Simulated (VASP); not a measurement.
Input:

```
CELL_PARAMETERS angstrom
      0.00000     3.67292     3.67292
      3.67292     0.00000     3.67292
      3.67292     3.67292     0.00000
ATOMIC_POSITIONS crystal
  Pr 0.00000 0.00000 0.00000
  Mg 0.50000 0.50000 0.50000
  Mg 0.75000 0.75000 0.75000
  Mg 0.25000 0.25000 0.25000
```

Calculation: r2SCAN meta-GGA, VASP's PBE PAW potentials (set 64) (plane waves; VASP). Settings: 480 eV cut-off, 8×8×8 Γ-centred mesh, first-order Methfessel-Paxton smearing of 0.10 eV, potentials Pr_3 Mg.

The 4f electrons are frozen in the core of the lanthanide potential, so 4f levels, which can set the real gap, and their magnetism are missing.

Problem. Give the stress tensor in GPa (positive for a compressed cell).

Solution. 
```
1.36  0.00  0.00
0.00  1.36  0.00
0.00  0.00  1.36
```
The pressure is its mean diagonal, 1.36 GPa.

The structure comes from a computed database's PrMg3 entry (Fm-3m); how it stands against other phases isn't given here. This cell was strained or had an atom moved on purpose. The electron count is odd and the run is not spin-polarised, which forces a metal.
